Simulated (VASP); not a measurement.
A convergence study with VASP on Se (trig): a few settings are varied, all else stays as given below, so the limit is that of these other settings.

```xyz
3
Lattice="2.1850 -3.7845 0.0000 2.1850 3.7845 0.0000 0.0000 0.0000 4.9500" Properties=species:S:1:pos:R:3 pbc="T T T"
Se     0.4916     0.8515     3.3000
Se     3.3868     0.0000     0.0000
Se     0.4916    -0.8515     1.6500
```

Method: HSE06 screened hybrid, VASP's PBE PAW potentials (set 64) (plane waves; VASP 6.6.1). The last row used: 300 eV cut-off, 4×4×3 Γ-centred mesh, Gaussian smearing of 0.050 eV, potentials Se.

| setting | E (eV/atom) | pressure (GPa) | largest force (eV/Å) | electronic steps |
|---|---|---|---|---|
| ENCUT = 300, PRECFOCK = Fast | -4.4299 | 0.61 | 0.188 | 18 |
| ENCUT = 520, PRECFOCK = Fast | -4.4314 | 0.63 | 0.191 | 18 |
| ENCUT = 300, PRECFOCK = Normal | -4.4299 | 0.61 | 0.188 | 18 |
| ENCUT = 400, PRECFOCK = Normal | -4.4313 | 0.59 | 0.190 | 18 |
| ENCUT = 520, PRECFOCK = Normal | -4.4315 | 0.62 | 0.192 | 18 |
| ENCUT = 300, PRECFOCK = Accurate | -4.4299 | 0.61 | 0.188 | 18 |

Left out are rungs that failed or repeat a setting and relaxations that didn't move; long series are thinned to 24 rows.

The compound is Se in the trig structure. The cell was not relaxed at this level, forces remain on its atoms.
